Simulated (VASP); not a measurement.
These are PBEsol GGA, VASP's PBE PAW potentials (set 64) (plane waves; VASP) values and carry that method's errors.

Input for VASP

KPOINTS:
```
Automatic mesh
0
Gamma
9 9 1
```

### INCAR
```
SYSTEM = WS2
PREC = Accurate; ENCUT = 400; LREAL = .False.
LASPH = .True.
EDIFF = 1E-7; NELM = 100; ALGO = Normal
LMAXMIX = 6
ISMEAR = -5
GGA = PS
ISIF = 2
LWAVE = .False.; LCHARG = .True.; LORBIT = 11
NEDOS = 601
LEFG = .True.
```

### POSCAR
```
WS2
1.0
  3.1464981765   0.0000000000   0.0000000000
 -1.5732490883   2.7249476188   0.0000000000
  0.0000000000   0.0000000000  23.7347304766
W S
2 4
Cartesian
 -0.0000015733   1.8166326542  15.1265075624
  1.5732506615   0.9083149646   8.6082229142
 -0.0000015733   1.8166326542   7.0411111171
  1.5732506615   0.9083149646  16.6936193595
  1.5732506615   0.9083149646  13.5582562562
 -0.0000015733   1.8166326542  10.1764742204
```

POTCAR, in this order: W_sv S (PBE.64 set). Program: vasp_std.

The cell holds a wide vacuum, so values per volume refer to the whole cell.

**Question.** Predict the energy per atom (σ→0).

**Answer.** 
The energy per atom (σ→0) comes out as -8.420 eV/atom.

File OSZICAR:
```
...
DAV:  19    -0.505212404683E+02   -0.19145E-04   -0.81397E-07   842   0.412E-03    0.463E-03
DAV:  20    -0.505212600981E+02   -0.19630E-04   -0.86944E-07   779   0.351E-03    0.117E-03
DAV:  21    -0.505212768078E+02   -0.16710E-04   -0.75910E-07   746   0.212E-03    0.151E-03
DAV:  22    -0.505212815122E+02   -0.47044E-05   -0.31205E-07   675   0.134E-03    0.422E-04
DAV:  23    -0.505212831376E+02   -0.16253E-05   -0.73091E-08   643   0.756E-04    0.675E-04
DAV:  24    -0.505212833194E+02   -0.18182E-06   -0.64008E-09   596   0.333E-04    0.298E-04
DAV:  25    -0.505212833894E+02   -0.69986E-07   -0.31297E-09   596   0.199E-04
   1 F= -.50521283E+02 E0= -.50521283E+02  d E =0.000000E+00
```

The cell is a sheet with vacuum, built from a database entry that may be metastable or hypothetical.
